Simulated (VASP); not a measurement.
Crystal: Ba2Os.

```xyz
3
Lattice="2.2226 -3.0635 0.0000 2.2226 3.0635 0.0000 0.0000 0.0000 6.1472" Properties=species:S:1:pos:R:3 pbc="T T T"
Ba    1.1113    1.5318    1.6264
Ba    1.1113   -1.5318    4.5209
Os    0.0000    0.0000    0.0000
```

The cell was built by a generator and needn't be a form met in nature.

| Quantity | Value |
| --- | --- |
| Program | VASP 6.6.1 |
| Task | relaxation of cell and atoms |
| Functional | PBE |
| Potentials or basis | VASP PAW PBE potentials, release 64 (Ba_sv, Os) |
| Cutoff | 600 eV |
| k mesh | 7 × 7 × 5 |
| Occupations | methfessel-paxton, width 0.1 eV |
| Spin | no spin polarisation |

At the start: pressure 27.4 GPa; volume 27.90 Å³/atom.

**Question.** Where does the relaxation end?

**Answer.** Over 30 steps the energy falls by 1079.9 meV/atom and the volume is 40.77 Å³/atom (+46.1 %); space group C222 (No. 21, to 0.05 Å).

Step by step:
```csv
step,energy change (eV),largest force (eV/Å),pressure (GPa),volume (Å³)
1,0.0000,3.9207,27.41,83.71
2,-1.4257,1.8503,-4.05,155.35
3,-2.3399,0.9052,0.28,116.02
4,-2.3406,0.8633,0.53,115.31
5,-2.4548,0.7839,0.26,117.61
6,-2.7205,0.5443,-0.37,124.21
7,-2.7571,0.0249,-1.41,136.01
8,-2.8304,0.3365,-0.89,129.71
9,-2.8355,0.2941,-0.98,130.66
10,-2.8920,0.3486,1.11,123.17
11,-2.8929,0.2686,0.84,123.99
12,-2.9581,0.3669,0.89,123.33
13,-3.1629,0.4732,1.09,120.00
14,-2.0291,0.8237,9.77,107.10
15,-3.1707,0.5780,1.50,119.10
16,-3.1709,0.5795,2.02,116.77
17,-3.1614,0.2298,-0.72,125.26
18,-3.2027,0.1681,0.60,120.67
19,-3.2282,0.0942,0.21,122.59
20,-3.2369,0.0014,-0.25,125.39
21,-3.2377,0.0197,-0.16,124.80
22,-3.2377,0.0222,-0.15,124.72
23,-3.2382,0.0570,0.03,123.95
24,-3.2382,0.0544,0.03,124.00
25,-3.2385,0.0357,0.00,123.84
26,-3.2386,0.0134,-0.03,123.65
27,-3.2389,0.0122,-0.04,123.32
28,-3.2394,0.0045,0.02,122.35
29,-3.2395,0.0040,0.03,122.22
30,-3.2396,0.0023,-0.02,122.31
```

Final structure:
```xyz
3
Lattice="1.7806 -4.1730 0.0000 1.7806 4.1730 0.0000 0.0000 0.0000 8.2301" Properties=species:S:1:pos:R:3 pbc="T T T"
Ba    0.8903    2.0865    1.8384
Ba    0.8903   -2.0865    6.3917
Os    0.0000    0.0000    0.0000
```

Caveat: the volume moved by over 15 % at a fixed basis, so the end points are rough.
